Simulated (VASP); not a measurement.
A VASP calculation is set up with these files.

**POSCAR**
```
ScIr2
1
    0.0000000000     3.6005200000     3.6005200000
    3.6005200000     0.0000000000     3.6005200000
    3.6005200000     3.6005200000     0.0000000000
Ir Sc
4 2
Direct
  0.6250000000   0.6250000000   0.6250000000
  0.1250000000   0.6250000000   0.6250000000
  0.6250000000   0.6250000000   0.1250000000
  0.6250000000   0.1250000000   0.6250000000
  0.0000000000   0.0000000000   0.0000000000
  0.2500000000   0.2500000000   0.2500000000
```

**KPOINTS**
```
K-points
0
gamma
  8 8 8
0 0 0
```

**INCAR**
```
# general
SYSTEM =ScIr2
PREC   =Accurate
ENCUT  =300
LREAL  =F   # projection in real space or not
LASPH  =T   # aspherical one-centre terms

# electronic loop
EDIFF  =1E-6   # SCF stop (eV)
NELM   =100
ALGO   =Normal
LMAXMIX=6   # l cut-off of mixed one-centre charges

# smearing
ISMEAR =-1
SIGMA  =0.1

# functional
GGA    =PS   # PBEsol

# ions
ISIF   =2

# output
LWAVE  =F
LCHARG =F
```

POTCAR, in this order: Ir Sc_sv (PBE.64 set). Program: vasp_std.

Question: Write an equivalent input for Ansatz.

Answer: One equivalent input (not run):
Ansatz 0.2 input:
```yaml
crystal:
  lattice:
    - [0.0000000, 3.6005200, 3.6005200]
    - [3.6005200, 0.0000000, 3.6005200]
    - [3.6005200, 3.6005200, 0.0000000]
  atoms:
    - { symbol: Ir, position: [0.6250000, 0.6250000, 0.6250000] }
    - { symbol: Ir, position: [0.1250000, 0.6250000, 0.6250000] }
    - { symbol: Ir, position: [0.6250000, 0.6250000, 0.1250000] }
    - { symbol: Ir, position: [0.6250000, 0.1250000, 0.6250000] }
    - { symbol: Sc, position: [0.0000000, 0.0000000, 0.0000000] }
    - { symbol: Sc, position: [0.2500000, 0.2500000, 0.2500000] }
kpoints:
  mp_grid: { grid: [8, 8, 8] }
hamiltonian:
  xc: pbesol
  pseudopotentials: { kind: paw }
scf:
  occupations: { method: fermi_dirac, width: 0.1 }
  max_iter: 100
output: { forces: true, stress: true, eigenvalues: true }
```
What does not carry over: each code has its own PAW files, so the cut-off isn't converted (ENCUT is set for VASP's; basis.ecutwfc is left out, and Ansatz then takes the one that its files recommend); Ansatz stops its SCF on the density residual and VASP on the energy change (EDIFF).

The structure comes from a measured ScIr2 entry of the Crystallography Open Database, whose conditions weren't checked. The cell was not relaxed at this level, and its volume differs by -5.9 % from the start's.
